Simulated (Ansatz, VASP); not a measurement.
# Cross-check of K2Si2O5 between VASP and Ansatz, part 2 of 2

Wanted: the spread between two codes on one cell, functional and k mesh. Of the first pair: The structure shown is frame 290 of Ansatz's trajectory.

VASP 6.6.1 and Ansatz 0.2.0.

So far. Step 3 (VASP: single point, PBE, pair 1): The run ends at a pressure of 4.01 GPa, with forces up to 9.6 eV/Å.

### Step 6. VASP: single point, PBE, pair 2

Level of this step: PBE; plane waves and PAW (K_sv, O, Si) (VASP).

The same cell, functional, mesh and smearing now go to VASP, with its own data sets.

INCAR reads:

```
SYSTEM = K2Si2O5
PREC = Accurate
ENCUT = 520
EDIFF = 1E-06
NELM = 120
ISMEAR = -1
SIGMA = 0.259
LREAL = Auto
ALGO = Normal
GGA = PE
NBANDS = 416
LORBIT = 11
LWAVE = .FALSE.
LCHARG = .FALSE.
ISIF = 2
LASPH = .TRUE.
GGA_COMPAT = .FALSE.
NCORE = 2
```

POSCAR reads:

```
K2Si2O5
1.0
   12.5191000000      0.0000000000      0.0000000000
    0.0000000000     12.5191000000      0.0000000000
    0.0000000000      0.0000000000     12.5191000000
K O Si
24 60 24
Direct
    0.9019098817      0.2104783890      0.6766460848
    0.0305932535      0.9879384301      0.8329672261
    0.8781781438      0.1263669114      0.0598285819
    0.3546580825      0.3972330279      0.9970445160
    0.1774887971      0.3212691008      0.4981987523
    0.3824556078      0.5980461854      0.6752881597
    0.2580856451      0.8370489891      0.9487902485
    0.8241806520      0.4630524558      0.5883010760
    0.6617887867      0.6496473389      0.2619996645
    0.6912637490      0.0996077993      0.3808580489
    0.3281386042      0.0994400556      0.3150386210
    0.4121702039      0.7685057233      0.3830946314
    0.6635461016      0.1100718103      0.8342532610
    0.5080237397      0.9269835691      0.4672859870
    0.3860501154      0.7844014346      0.0956937799
    0.8815330175      0.3511434528      0.0963328035
    0.7963032486      0.7656301172      0.6461327092
    0.7537283032      0.0333091037      0.6178559162
    0.7877563084      0.4412457765      0.2709459945
    0.3643233140      0.3805385371      0.2959477918
    0.3571342988      0.2868417059      0.7539679370
    0.5790352342      0.0057512121      0.0456901854
    0.1557619957      0.2560886965      0.8662044396
    0.1173407034      0.7260905337      0.1726162424
    0.9298671630      0.6924619182      0.0228450927
    0.1492040163      0.5319871237      0.9278622265
    0.4946841227      0.0988888978      0.4898914459
    0.2579258892      0.8858464267      0.7651508495
    0.7590002476      0.5586663578      0.0130999832
    0.4108122788      0.3268605571      0.5070652044
[... 72 atom lines left out ...]
    0.8110806687      0.7557252518      0.3984311971
    0.1219736243      0.5357413872      0.6537211141
    0.6403814971      0.6754479156      0.8709891286
    0.1955412130      0.0370633672      0.6814387616
    0.6210510340      0.2946697446      0.0147774201
    0.1826009857      0.7905520365      0.4612152631
```

KPOINTS reads:

```
Automatic mesh
0
Gamma
1 1 1
0 0 0
```

PAW data sets: K_sv, O and Si (PBE family, release 64).

Run with:

```bash
$ mpirun -np 8 vasp_gam
```

Numbers of over 12 decimals in the logs are rounded to 6 here.

Log:

```text
[... set-up lines as in an earlier step ...]
 entering main loop
       N       E                     dE             d eps       ncg     rms          rms(c)
DAV:   1     0.718313281704E+04    0.71831E+04   -0.37784E+05   832   0.157E+03
DAV:   2    -0.188105462295E+02   -0.72019E+04   -0.69466E+04  1032   0.437E+02
DAV:   3    -0.743433583337E+03   -0.72462E+03   -0.71806E+03  1032   0.139E+02
DAV:   4    -0.772185790922E+03   -0.28752E+02   -0.28657E+02  1064   0.276E+01
[...]
DAV:  23    -0.649665057961E+03    0.34327E-04   -0.16159E-04  1080   0.225E-02    0.179E-02
DAV:  24    -0.649665059529E+03   -0.15682E-05   -0.34817E-05  1128   0.107E-02    0.102E-02
DAV:  25    -0.649665059187E+03    0.34169E-06   -0.91260E-06   920   0.727E-03
   1 F= -.64966506E+03 E0= -.64842242E+03  d E =-.248528E+01
```

From OUTCAR (step 6):

```text
  FREE ENERGIE OF THE ION-ELECTRON SYSTEM (eV)
  ---------------------------------------------------
  free  energy   TOTEN  =      -649.6650591871 eV

  energy  without entropy=     -647.1797776921  energy(sigma->0) =     -648.42241844
```

The run ends at a pressure of 1.91 GPa, with forces up to 8.5 eV/Å.

### Step 7. Differences

Forces on 10 of the 108 atoms, those with the largest forces and the largest differences (eV/Å; atoms numbered as in POSCAR):

| atom | Ansatz x, y, z | VASP x, y, z |
| --- | --- | --- |
| O35 | -0.996, -2.194, -1.057 | -1.077, -2.230, -1.187 |
| O45 | 4.086, -2.248, 3.275 | 4.178, -2.359, 3.350 |
| O47 | -2.926, 0.727, -0.662 | -3.079, 0.668, -0.687 |
| O48 | -0.288, 5.903, -3.754 | -0.306, 5.939, -3.839 |
| O56 | 8.265, -1.986, 0.290 | 8.294, -1.995, 0.292 |
| Si86 | -7.734, 0.501, -2.116 | -7.772, 0.534, -2.122 |
| Si91 | 3.673, -4.277, -5.255 | 3.702, -4.376, -5.249 |
| Si101 | -2.639, 5.956, 0.523 | -2.752, 5.985, 0.474 |
| Si102 | 0.162, 7.058, -0.612 | 0.230, 7.065, -0.630 |
| Si105 | -6.334, -2.935, -2.360 | -6.320, -3.007, -2.442 |

The forces differ by 47 meV/Å r.m.s., which is 2.3 % of the r.m.s. force of 2.043 eV/Å (both taken over all components).

### Step 8. Ansatz: dynamics, PBE

One frame of this run of dynamics is then solved in both programs, so the motion causes no difference.

The structure compared here is frame 580 of Ansatz's trajectory.

input.yaml reads:

```yaml
crystal:
  lattice:
    - [12.5191, 0.0, 0.0]
    - [0.0, 12.5191, 0.0]
    - [0.0, 0.0, 12.5191]
  atoms:
    - { symbol: K, position: [0.08692, 0.29528, 0.77193] }
    - { symbol: K, position: [0.00579, 0.08857, 0.86584] }
    - { symbol: K, position: [0.91203, 0.11475, 0.19575] }
    - { symbol: K, position: [0.37661, 0.34272, 0.03773] }
    - { symbol: K, position: [0.2033, 0.30371, 0.44308] }
    - { symbol: K, position: [0.21788, 0.4738, 0.91419] }
    - { symbol: K, position: [0.23421, 0.07713, 0.92066] }
    - { symbol: K, position: [0.88498, 0.37947, 0.43724] }
    - { symbol: K, position: [0.55435, 0.81907, 0.23801] }
    - { symbol: K, position: [0.67124, 0.1455, 0.25743] }
    - { symbol: K, position: [0.28306, 0.91771, 0.28781] }
    - { symbol: K, position: [0.59266, 0.84857, 0.52247] }
    - { symbol: K, position: [0.56614, 0.02359, 0.02899] }
    - { symbol: K, position: [0.77037, 0.90244, 0.67891] }
    - { symbol: K, position: [0.49372, 0.80052, 0.01154] }
    - { symbol: K, position: [0.78053, 0.11607, 0.00077] }
    - { symbol: K, position: [0.75914, 0.6827, 0.53173] }
    - { symbol: K, position: [0.79671, 0.1303, 0.76657] }
    - { symbol: K, position: [0.6902, 0.60048, 0.24316] }
    - { symbol: K, position: [0.25983, 0.68099, 0.43081] }
    - { symbol: K, position: [0.36817, 0.3433, 0.63296] }
    - { symbol: K, position: [0.36363, 0.09323, 0.1536] }
    - { symbol: K, position: [0.08252, 0.26216, 0.00473] }
    - { symbol: K, position: [0.26685, 0.74818, 0.04477] }
    - { symbol: O, position: [0.0091, 0.65151, 0.06018] }
    - { symbol: O, position: [0.90747, 0.29993, 0.88803] }
    - { symbol: O, position: [0.41351, 0.20249, 0.40868] }
    - { symbol: O, position: [0.32274, 0.79885, 0.68331] }
    - { symbol: O, position: [0.75334, 0.44276, 0.07582] }
    - { symbol: O, position: [0.59956, 0.31467, 0.57819] }
[... 72 atom lines left out ...]
    - { symbol: Si, position: [0.86145, 0.97247, 0.37605] }
    - { symbol: Si, position: [0.15364, 0.51189, 0.55509] }
    - { symbol: Si, position: [0.48366, 0.67516, 0.8128] }
    - { symbol: Si, position: [0.05276, 0.13062, 0.49511] }
    - { symbol: Si, position: [0.76871, 0.31463, 0.12626] }
    - { symbol: Si, position: [0.05354, 0.75828, 0.14362] }
kpoints:
  mp_grid: { grid: [1, 1, 1] }
hamiltonian:
  xc: pbe
scf:
  occupations: { method: fermi_dirac, width: 0.259 }
output:
  forces: true
md:
  timestep: 1.5
  n_steps: 580
  ensemble: nvt_langevin
  temperature: 3000
  initial_velocities: maxwell_boltzmann
  seed: 2544
```

Run with:

```bash
$ ansatz run input.yaml --threads 32 --pin off --max-ram 143360MiB --backend cuda --events-out ev --progress --plain --runs-dir out
```

Log:

```text
[...]
Crystal: 108 atoms, lattice volume = 1962.092 Å³
Basis set: ecut = 420 eV, 38401 PW (Γ), exchange–correlation on 180×180×180 points (8 copies of the dense FFT grid, shifted against one another)
Bands: 477, of which v1, the nominal top of the filled ones, is band 336 counted from 1 (335 counted from 0)
Symmetry: 1 space group operations
k-points: 1
[...]
SCF converged after 11 iterations
Free energy (F): -86258.448493 eV
[...]
Internal energy: -86255.640915 eV  (E = F + TS)
E sigma→0 (E₀):  -86257.044704 eV
Entropy (-TS):   -2.807578 eV (-25.996 meV/atom)
Fermi energy:    3.888743 eV
[...]
--- Forces (eV/Å), atoms counted from 1 ---
[... 108 lines of forces left out ...]
  max |Σ_I F_I| component: 1.32e-4 eV/Å
--- MD trajectory: 580 steps, t = 0.0 → 870.0 fs ---
[...]
```

### Step 9. VASP: single point, PBE, pair 3

The same cell, functional, mesh and smearing now go to VASP, with its own data sets.

INCAR is that of step 6.

POSCAR reads:

```
K2Si2O5
1.0
   12.5191000000      0.0000000000      0.0000000000
    0.0000000000     12.5191000000      0.0000000000
    0.0000000000      0.0000000000     12.5191000000
K O Si
24 60 24
Direct
    0.8817007612      0.3040953423      0.6821576631
    0.0112627905      0.9745988130      0.8078855509
    0.9609316964      0.0803572142      0.0644615028
    0.3489068703      0.4559433186      0.9008714684
    0.1702997819      0.3169556917      0.5670535422
    0.4255098210      0.5926144851      0.6629070780
    0.2649551485      0.8976763505      0.9331341710
    0.8592470705      0.4827823086      0.5578675783
    0.6708149947      0.6970149611      0.1909881701
    0.6841546118      0.1250888642      0.2833270762
    0.2973855948      0.0260322228      0.3615275858
    0.3627257550      0.6599515940      0.3588117357
    0.6713741403      0.0826736746      0.9041464642
    0.5752010927      0.7761740061      0.5001957010
    0.4997164333      0.8329672261      0.0170938806
    0.8432714812      0.3140002077      0.1294022733
    0.7816855844      0.7831233875      0.6883082650
    0.7520508663      0.0091859638      0.6061138580
    0.6749686479      0.5033908188      0.2787740333
    0.3156776446      0.4498725947      0.1984966970
    0.4136878849      0.2385155482      0.7197801759
    0.5243188408      0.0262798444      0.1019242597
    0.1222931361      0.2584850349      0.8517465313
    0.0476072561      0.6565168423      0.2676709987
    0.9153293767      0.6812790057      0.0329097140
    0.1166138141      0.4600170939      0.8030129961
    0.4880542531      0.1333961707      0.3551373501
    0.2006534016      0.9051768897      0.7082777516
    0.7542075708      0.5516370985      0.0568730979
    0.5359810210      0.3285379939      0.4203976324
[... 72 atom lines left out ...]
    0.8859263046      0.7874367966      0.4220750693
    0.1603150386      0.5529950236      0.7178631052
    0.6452540518      0.6537211141      0.8688324241
    0.2039283974      0.0485657915      0.6914235049
    0.5676126878      0.2787740333      0.0287560607
    0.1792461119      0.8043709212      0.4017860709
```

KPOINTS is that of step 6.

Run with:

```bash
$ mpirun -np 8 vasp_gam
```

Log:

```text
[... set-up lines as in an earlier step ...]
 entering main loop
       N       E                     dE             d eps       ncg     rms          rms(c)
DAV:   1     0.725235496075E+04    0.72524E+04   -0.37705E+05   832   0.157E+03
DAV:   2     0.819437698273E+01   -0.72442E+04   -0.69839E+04  1032   0.436E+02
DAV:   3    -0.738628573538E+03   -0.74682E+03   -0.73983E+03  1032   0.141E+02
DAV:   4    -0.768005354429E+03   -0.29377E+02   -0.29253E+02  1024   0.282E+01
[...]
DAV:  24    -0.647809357371E+03    0.19855E-04   -0.77246E-05  1104   0.974E-03    0.144E-02
DAV:  25    -0.647809357145E+03    0.22626E-06   -0.12415E-05   872   0.491E-03    0.985E-03
DAV:  26    -0.647809356988E+03    0.15645E-06   -0.29290E-06   672   0.258E-03
   1 F= -.64780936E+03 E0= -.64640045E+03  d E =-.281781E+01
```

Parts of OUTCAR (step 9):

```text
  Total        8.5398602     16.0829591     14.0017074     24.7791024     20.8948501     -0.7681191
  in kB        6.9733589     13.1327965     11.4333173     20.2337709     17.0620228     -0.6272199
  external PRESSURE =      10.5131576 kB  Pullay stress =       0.0000000 kB

  FREE ENERGIE OF THE ION-ELECTRON SYSTEM (eV)
  ---------------------------------------------------
  free  energy   TOTEN  =      -647.8093569884 eV

  energy  without entropy=     -644.9915448894  energy(sigma->0) =     -646.40045094

[... 1 part as in an earlier step ...]

[... 1 further part left out ...]
[key lines of the parts left out:]
E-fermi :   1.3837
```

The run ends at a pressure of 1.05 GPa, with forces up to 11 eV/Å.

### Step 10. Differences

Forces on 10 of the 108 atoms, those with the largest forces and the largest differences (eV/Å; atoms numbered as in POSCAR):

```
 atom         Ansatz x, y, z           VASP x, y, z
  O35  -0.265, 0.203, -0.498  -0.397, 0.270, -0.575
  O58  -0.467, -1.380, 3.403  -0.459, -1.320, 3.234
 Si89   4.359, -2.352, 4.964   4.394, -2.343, 5.036
 Si93  4.779, -1.785, -3.317  4.879, -1.905, -3.398
 Si94   2.792, 8.140, -1.277   2.758, 8.129, -1.272
 Si96  -4.406, -0.910, 7.426  -4.436, -0.847, 7.452
 Si99  5.980, -0.981, -0.989  6.086, -1.013, -0.996
Si102   7.309, -5.021, 6.415   7.245, -5.019, 6.466
Si104  4.121, -4.011, -2.412  4.149, -4.038, -2.475
Si107  -2.737, 5.580, -6.877  -2.671, 5.614, -6.798
```

The forces differ by 47 meV/Å r.m.s., which is 2.2 % of the r.m.s. force of 2.093 eV/Å (both taken over all components).

### Step 11. Outcome

| Property | Result |
| --- | --- |
| r.m.s. force difference (single point, PBE, pair 1) | 2.4 % of the r.m.s. force |
| r.m.s. force difference (single point, PBE, pair 2) | 2.3 % of the r.m.s. force |
| r.m.s. force difference (single point, PBE, pair 3) | 2.2 % of the r.m.s. force |

**Reading.** The r.m.s. force difference is 2.4 % of the r.m.s. force (single point, PBE, pair 1), within the 3 % picked in this series as the mark of a large difference. How closely two codes agree says nothing of how well the functional describes the real material.

[Lines on the potential files, build, host, timing and source positions are cut from VASP's logs without a mark.]

[Logs are printed without paths, hosts, clocks, repeated set-up lines and the standing remarks that a program may print on its own settings, such as how far it seeks lower states.]

[Hosts, paths, dates, database ids (printed as entryN), source tags and the programs' standing remarks are cut or masked in the printed files.]
